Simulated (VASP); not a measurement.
An input for Ansatz (written as the equivalent of a VASP run, and not itself run):

Ansatz 0.2 input:
```yaml
crystal:
  lattice:
    - [2.5527390, -6.7457040, 0.0000000]
    - [2.5527390, 6.7457040, 0.0000000]
    - [0.0000000, 0.0000000, 5.0307350]
  atoms:
    - { symbol: Sb, position: [0.5640000, 0.4360000, 0.2500000] }
    - { symbol: Sb, position: [0.4360000, 0.5640000, 0.7500000] }
    - { symbol: Pt, position: [0.8547500, 0.1452500, 0.2500000] }
    - { symbol: Pt, position: [0.1452500, 0.8547500, 0.7500000] }
kpoints:
  mp_grid: { grid: [3, 3, 3] }
hamiltonian:
  xc: pbe
  pseudopotentials: { kind: paw }
scf:
  occupations: { method: fermi_dirac, width: 0.1 }
  max_iter: 100
relax:
  max_steps: 50
  f_tol: 0.01
  cell: {}
output: { forces: true, stress: true, eigenvalues: true }
```

Write the VASP files for the same calculation (PBE).

This is not unique; one that fits is 
**POSCAR**
```
SbPt
1
    2.5527390000    -6.7457040000     0.0000000000
    2.5527390000     6.7457040000     0.0000000000
    0.0000000000     0.0000000000     5.0307350000
Sb Pt
2 2
Direct
  0.5640000000   0.4360000000   0.2500000000
  0.4360000000   0.5640000000   0.7500000000
  0.8547500000   0.1452500000   0.2500000000
  0.1452500000   0.8547500000   0.7500000000
```

File KPOINTS:
```
Automatic mesh
0
Gamma
3 3 3
0 0 0
```

INCAR:
```
SYSTEM=SbPt
PREC=Accurate; ENCUT=300; LREAL=.FALSE.
LASPH=.TRUE.
EDIFF=1E-6; NELM=100; ALGO=Normal
LMAXMIX=6
ISMEAR=-1; SIGMA=0.1
GGA=PE
IBRION=2; NSW=50; ISIF=3
EDIFFG=-0.01
LWAVE=.FALSE.; LCHARG=.FALSE.
```

POTCAR, in this order: Sb Pt (PBE.64 set). Program: vasp_std.

Limits of the translation: each code has its own PAW files, so the cut-off isn't converted (ENCUT is set for VASP's; basis.ecutwfc is left out, and Ansatz then takes the one that its files recommend); Ansatz stops its SCF on the density residual and VASP on the energy change (EDIFF).

The structure was generated: SbPt was put into an ordered model structure, which need not be its known phase. This run relaxes it. Symmetry was kept, so distortions that lower it aren't found. The k-mesh is coarse (spacing up to 0.59 per Å, 2π included), so the numbers may not be converged in it. The run is one of a series of settings (EDIFFG = -0.01, IBRION = 2, ISIF = 3, NSW = 50 against the base run), some of them coarse on purpose.
